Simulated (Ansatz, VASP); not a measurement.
# Zn10In18Sn11O59 (amorphous 30In2O3-33ZnO-37SnO2 (mol %)): VASP beside Ansatz, part 2 of 2

One calculation is typed for both programs; each brings its own data sets. How far apart do they land? Of the first pair: The structure shown is the start of the Ansatz relaxation below; VASP solves that cell, so the two are compared at the walk's first step.

VASP 6.6.1 and Ansatz 0.2.0.

So far. Step 3 (VASP: single point, PBE, start cell, pair 1): The run ends at a pressure of -3.52 GPa, with forces up to 0.22 eV/Å.

### 5. Ansatz: relaxation, PBE

Level of this step: Ansatz beside VASP: Kohn-Sham DFT, plane waves, PBE (Ansatz).

This run makes the geometry at which the two programs are then compared.

The structure compared here is the end of the Ansatz relaxation.

Contents of input.yaml:

```yaml
crystal:
  lattice:
    - [11.28467, 0.02625, 0.17432]
    - [0.02625, 10.87255, -0.00431]
    - [0.17432, -0.00431, 11.05918]
  atoms:
    - { symbol: In, position: [0.18179, 0.99805, 0.19805] }
    - { symbol: In, position: [0.25004, 0.0929, 0.86037] }
    - { symbol: In, position: [0.70728, 0.1836, 0.53062] }
    - { symbol: In, position: [0.77009, 0.29743, 0.01042] }
    - { symbol: In, position: [0.81067, 0.51597, 0.27946] }
    - { symbol: In, position: [0.42321, 0.14983, 0.58593] }
    - { symbol: In, position: [0.46001, 0.01889, 0.29196] }
    - { symbol: In, position: [0.61493, 0.60593, 0.07749] }
    - { symbol: In, position: [0.10627, 0.67599, 0.43699] }
    - { symbol: In, position: [0.16278, 0.80815, 0.91365] }
    - { symbol: In, position: [0.46542, 0.8454, 0.03473] }
    - { symbol: In, position: [0.29428, 0.7084, 0.21543] }
    - { symbol: In, position: [0.85195, 0.70348, 0.5757] }
    - { symbol: In, position: [0.70728, 0.86358, 0.27223] }
    - { symbol: In, position: [0.27539, 0.52255, 0.92937] }
    - { symbol: In, position: [0.1834, 0.38151, 0.67942] }
    - { symbol: In, position: [0.7064, 0.00938, 0.77384] }
    - { symbol: In, position: [0.974, 0.77416, 0.15157] }
    - { symbol: Zn, position: [0.91409, 0.98088, 0.49816] }
    - { symbol: Zn, position: [0.58284, 0.09222, 0.02152] }
    - { symbol: Zn, position: [0.92598, 0.42979, 0.55001] }
    - { symbol: Zn, position: [0.05725, 0.30395, 0.95623] }
    - { symbol: Zn, position: [0.62181, 0.66558, 0.79085] }
    - { symbol: Zn, position: [0.43128, 0.90296, 0.76965] }
    - { symbol: Zn, position: [0.99776, 0.15727, 0.68535] }
    - { symbol: Zn, position: [0.97271, 0.01976, 0.95585] }
    - { symbol: Zn, position: [0.32042, 0.43537, 0.40792] }
    - { symbol: Zn, position: [0.811, 0.79583, 0.91514] }
    - { symbol: Sn, position: [0.50186, 0.34318, 0.81268] }
    - { symbol: Sn, position: [0.16929, 0.89419, 0.62712] }
[... 62 atom lines left out ...]
    - { symbol: O, position: [0.63408, 0.22889, 0.89765] }
    - { symbol: O, position: [0.38378, 0.20741, 0.78137] }
    - { symbol: O, position: [0.19539, 0.5328, 0.5515] }
    - { symbol: O, position: [0.55379, 0.96926, 0.88511] }
    - { symbol: O, position: [0.96933, 0.57442, 0.16217] }
    - { symbol: O, position: [0.75224, 0.68817, 0.19633] }
kpoints:
  mp_grid: { grid: [1, 1, 1] }
hamiltonian:
  xc: pbe
  pseudopotentials: { kind: paw, azcp: { folder: soft_1 } }
scf:
  occupations: { method: gaussian, width: 0.05 }
output:
  forces: true
  eigenvalues: true
  stress: true
relax:
  f_tol: 0.05
  max_steps: 70
```

Command:

```console
ansatz run input.yaml --threads 4 --pin off --max-ram 8192MiB --backend cpu --events-out ev --progress --plain --runs-dir out
```

Numbers of over 12 decimals in the logs are rounded to 6 here.

The log of the run:

```text
[...]
Crystal: 98 atoms, lattice volume = 1356.547 Å³
Basis set: ecut = 420 eV, 26507 PW (Γ), exchange–correlation on 160×150×150 points (8 copies of the dense FFT grid, shifted against one another)
Bands: 529, of which v1, the nominal top of the filled ones, is band 431 counted from 1 (430 counted from 0)
Symmetry: 1 space group operations
[...]
k-points: 1
[...]
- { symbol: O, position: [0.230312, 0.741330, 0.734794] }
    - { symbol: O, position: [0.018565, 0.810322, 0.555803] }
    - { symbol: O, position: [0.599974, 0.017664, 0.609306] }
    - { symbol: O, position: [0.681589, 0.637876, 0.524482] }
    - { symbol: O, position: [0.658060, 0.428195, 0.123795] }
    - { symbol: O, position: [0.914000, 0.558186, 0.685819] }
    - { symbol: O, position: [0.087669, 0.044899, 0.543322] }
[...]
- { symbol: O, position: [0.200739, 0.529731, 0.549766] }
    - { symbol: O, position: [0.555932, 0.973171, 0.878496] }
    - { symbol: O, position: [0.964290, 0.575858, 0.171262] }
    - { symbol: O, position: [0.733783, 0.679025, 0.205095] }
```

### 6. VASP: single point, PBE, relaxed cell, pair 2

The same cell, functional, mesh and smearing now go to VASP, with its own data sets.

Contents of INCAR:

```
SYSTEM = Zn10In18Sn11O59
PREC = Accurate
ENCUT = 600
EDIFF = 1E-06
NELM = 120
ISMEAR = 0
SIGMA = 0.05
LREAL = Auto
ALGO = Normal
GGA = PE
NBANDS = 504
LORBIT = 11
LWAVE = .FALSE.
LCHARG = .FALSE.
ISIF = 2
LASPH = .TRUE.
GGA_COMPAT = .FALSE.
EFERMI = MIDGAP
NCORE = 2
```

Contents of POSCAR:

```
Zn10In18Sn11O59
1.0
   11.2846700000      0.0262500000      0.1743200000
    0.0262500000     10.8725500000     -0.0043100000
    0.1743200000     -0.0043100000     11.0591800000
In Zn Sn O
18 10 11 59
Direct
    0.1816500000      0.0057200000      0.1935500000
    0.2492300000      0.0930100000      0.8591900000
    0.7093500000      0.1787300000      0.5360600000
    0.7606600000      0.3049200000      0.0146300000
    0.8061500000      0.5280000000      0.2966600000
    0.4264100000      0.1521600000      0.5831300000
    0.4608000000      0.0201800000      0.2876600000
    0.6071200000      0.6052700000      0.0828100000
    0.1104000000      0.6754800000      0.4380000000
    0.1620700000      0.8145300000      0.9046200000
    0.4668600000      0.8499400000      0.0312300000
    0.2900700000      0.7152800000      0.2092200000
    0.8564500000      0.7021800000      0.5758800000
    0.7106900000      0.8633400000      0.2648100000
    0.2649300000      0.5225900000      0.9283600000
    0.1830500000      0.3777900000      0.6780200000
    0.7129700000      0.9962600000      0.7688800000
    0.9916300000      0.7659200000      0.1454600000
    0.9168200000      0.9773200000      0.4979000000
    0.5711500000      0.0968900000      0.0123300000
    0.9271600000      0.4253500000      0.5538700000
    0.0535000000      0.2961900000      0.9597300000
    0.6282200000      0.6632700000      0.7918800000
    0.4344300000      0.9044500000      0.7631400000
    0.0065000000      0.1408000000      0.6896300000
    0.9307900000      0.0098500000      0.0273800000
    0.3178600000      0.4366000000      0.4102200000
    0.8180600000      0.7892100000      0.9196600000
    0.4950200000      0.3466100000      0.8119600000
    0.1790900000      0.8928400000      0.6199300000
[... 62 atom lines left out ...]
    0.6261600000      0.2384500000      0.9029900000
    0.3820100000      0.2071500000      0.7789900000
    0.2007400000      0.5297300000      0.5497700000
    0.5559300000      0.9731700000      0.8785000000
    0.9642900000      0.5758600000      0.1712600000
    0.7337800000      0.6790300000      0.2050900000
```

Contents of KPOINTS:

```
Automatic mesh
0
Gamma
1 1 1
0 0 0
```

PAW data sets: In_d, Zn, Sn_d and O (PBE family, release 64).

Command:

```console
mpirun -np 8 vasp_gam
```

The log of the run:

```text
[... set-up lines as in an earlier step ...]
 entering main loop
       N       E                     dE             d eps       ncg     rms          rms(c)
DAV:   1     0.229990779769E+05    0.22999E+05   -0.38615E+05  1008   0.310E+03
DAV:   2     0.606070305139E+04   -0.16938E+05   -0.16236E+05  1008   0.980E+02
DAV:   3     0.547840520391E+03   -0.55129E+04   -0.52228E+04  1016   0.411E+02
DAV:   4    -0.543880889370E+03   -0.10917E+04   -0.10543E+04  1168   0.183E+02
[...]
DAV:  19    -0.531367263583E+03   -0.22372E-05   -0.25242E-05  1096   0.181E-02    0.268E-02
DAV:  20    -0.531367264396E+03   -0.81313E-06   -0.10851E-05   912   0.113E-02    0.181E-02
DAV:  21    -0.531367265150E+03   -0.75354E-06   -0.89522E-06  1048   0.111E-02
   1 F= -.53136727E+03 E0= -.53136727E+03  d E =-.144087E-09
```

From OUTCAR (step 6):

```text
  FREE ENERGIE OF THE ION-ELECTRON SYSTEM (eV)
  ---------------------------------------------------
  free  energy   TOTEN  =      -531.3672651496 eV

  energy  without entropy=     -531.3672651495  energy(sigma->0) =     -531.36726515

[... 1 part as in an earlier step ...]
```

The run ends at a pressure of -1.57 GPa, with forces up to 0.12 eV/Å.

### 7. Side by side

What differs besides the data sets and the points named for the pairs above, as far as they apply: the cutoff is 420 eV in Ansatz and 600 eV in VASP (PREC = Accurate, projectors in real space). Total energies have different zeros and are not compared.

Both answers:

| quantity | Ansatz | VASP | difference |
| --- | --- | --- | --- |
| pressure (GPa) | -1.91 | -1.57 | -0.34 |
| gap on the k mesh (eV) | 0.467 | 0.445 | +0.022 |

At this near-relaxed geometry the largest component of a force difference is 105 meV/Å. A gap on the mesh is an upper bound, since the band edges may lie between its points.

### 8. What came out

| Item | Value |
| --- | --- |
| r.m.s. force difference (single point, PBE, start cell, pair 1) | 18 meV/Å |
| r.m.s. force difference (single point, PBE, relaxed cell, pair 2) | 19 meV/Å |

**Reading.** The r.m.s. force difference is 19 meV/Å (single point, PBE, relaxed cell, pair 2), beyond the 12 meV/Å picked in this series as the mark of a large difference. What causes the difference of the single point, PBE, start cell, pair 1 pair stays open here. What causes the difference of the single point, PBE, relaxed cell, pair 2 pair stays open here. How closely two codes agree says nothing of how well the functional describes the real material.

[Lines on the potential files, build, host, timing and source positions are cut from VASP's logs without a mark.]

[Logs are printed without paths, hosts, clocks, repeated set-up lines and the standing remarks that a program may print on its own settings, such as how far it seeks lower states.]

[Hosts, paths, dates, database ids (printed as entryN), source tags and the programs' standing remarks are cut or masked in the printed files.]
